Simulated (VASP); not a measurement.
Input of a VASP 6.6.1 run:

Contents of INCAR:

```
SYSTEM = InSb
ALGO = Fast
EDIFF = 1E-6
ENCUT = 250
GGA = PS
ISIF = 2
ISMEAR = -1
KPAR = 4
LASPH = .True.
LCHARG = .False.
LREAL = .False.
LWAVE = .False.
NELM = 80
PREC = Accurate
SIGMA = 0.05
```

The input KPOINTS:

```
k-points
0
Gamma
  8 8 8
  0 0 0
```

POSCAR

```
InSb
1.0
    0.0000000000      3.2391000000      3.2391000000
    3.2391000000      0.0000000000      3.2391000000
    3.2391000000      3.2391000000      0.0000000000
In Sb
1 1
Direct
    0.0000000000      0.0000000000      0.0000000000
    0.2500000000      0.2500000000      0.2500000000
```

Potentials or basis: VASP PAW PBE potentials, release 64 (In_d, Sb).

Command:

```sh
$ cat potpaw_PBE.64/In_d/POTCAR potpaw_PBE.64/Sb/POTCAR > POTCAR
$ mpirun -np 4 vasp_std > vasp.out
```

(1) Predict the band gap on the k mesh.

## Answers

(1) none (metal or under the smearing width).

Caveat: this crystal is a semiconductor, whose small gap the functional closes, so the metal is an error of the method.

**What was measured.**

From “Electronic Structure and Epitaxy of CdTe Shells on InSb Nanowires”, 2021, arxiv:2111.05126, for a bulk crystal of InSb: band gap 0.24 eV.

A measured gap of InSb is 0.24 eV (quoted in “Electronic Structure and Epitaxy of CdTe Shells on InSb Nanowires”, 2021, arxiv:2111.05126); the calculated 0.00 eV misses it by -0.24 eV. Spin-orbit coupling on In, Sb is left out. The value is that of PBEsol on a finite k mesh, which can miss the band edges, without temperature or zero-point motion. Semilocal functionals fall short of measured gaps as a rule.
